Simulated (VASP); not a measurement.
## SnO2 (space group P4_2/mnm): computed properties

The numbers are results of PBEsol GGA, VASP's PBE PAW potentials (set 64) (plane waves; VASP 6.6.1), not measurements.

```yaml
space_group: P4_2/mnm (136)
cell: a = b = 4.7707 Å, c = 3.2195 Å, α = β = γ = 90.00°
volume_per_atom: 12.21 Å³/atom
band gap (over mesh and band path): 0.88 eV
smallest direct gap (over mesh and band path): 0.88 eV
band_edge_character: direct, Γ to Γ
density: 6.83 g/cm³
```

```yaml
crystal:
  lattice:
    - [4.77073, 0.00000, 0.00000]
    - [0.00000, 4.77073, 0.00000]
    - [0.00000, 0.00000, 3.21951]
  atoms:
    - { symbol: Sn, position: [0.00000, 0.00000, 0.00000] }
    - { symbol: Sn, position: [0.50000, 0.50000, 0.50000] }
    - { symbol: O, position: [0.30640, 0.30640, 0.00000] }
    - { symbol: O, position: [0.19360, 0.80640, 0.50000] }
    - { symbol: O, position: [0.69360, 0.69360, 0.00000] }
    - { symbol: O, position: [0.80640, 0.19360, 0.50000] }
```

Unless said otherwise, spin-orbit coupling is left out, though it shifts the bands of the heavy elements here.

The structure comes from a measured SnO2 entry (P4_2/mnm) of the Crystallography Open Database, whose conditions weren't checked. It was relaxed first. Symmetry was kept, so distortions that lower it aren't found.
